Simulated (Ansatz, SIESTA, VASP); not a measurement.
LaIn (Cm, 2 atoms in the cell) computed with different codes at matched settings

Self-consistent single point.

```
CELL_PARAMETERS angstrom
      3.95408     0.00000     0.00000
      0.00000     3.95408     0.00000
      0.00000     0.00000     3.95408
ATOMIC_POSITIONS crystal
  La 0.50280 0.49724 0.50460
  In 0.99720 0.00276 0.99540
```

Shared settings, as Ansatz (a first-principles code) writes them: kpoints.mp_grid.grid = 6 6 6; magnetization.spin_orbit = true; scf.occupations.method = fermi_dirac; scf.occupations.width = 0.1 eV. Potentials and cutoffs stand in the table.

```json
[
 {"code": "VASP", "model": "PBEsol, spin-orbit coupling, VASP's PBE PAW potentials (set 64)", "pressure (GPa)": "-2.52", "largest force (eV/Å)": "0.098", "cutoff": "300 eV"},
 {"code": "SIESTA", "model": "GGA PBEsol with spin-orbit coupling, numerical atomic orbitals DZP, PseudoDojo PBEsol fully relativistic norm-conserving potentials (rewritten from UPF to PSML)", "pressure (GPa)": "–", "largest force (eV/Å)": "0.105", "cutoff": "grid 400 Ry"},
 {"code": "Ansatz", "model": "PBEsol with spin-orbit coupling, default PAW files made with PBE", "pressure (GPa)": "-2.18", "largest force (eV/Å)": "0.098", "cutoff": "default"}
]
```

A dash marks a value that a program does not give, or that is left out as unsure.

The spread over the programs that give each value: pressure within 0.34 GPa; largest force within 0.007 eV/Å.

SIESTA uses small atom-centred bases, whose incompleteness enters pressures, forces and empty levels differently from a plane-wave cutoff. Ansatz's pressure is given at a fixed set of plane waves, as the other plane-wave codes print theirs.

VASP's run is marked for a possible Pulay error in its stress at this cutoff; no cutoff test was made.

The starting cell comes from a database of computed structures (which also holds hypothetical and non-ambient phases and stackings), without a prior relaxation at this level. Its atoms were displaced at random from the sites of space group no. 221.

Keys are those of Ansatz 0.2.
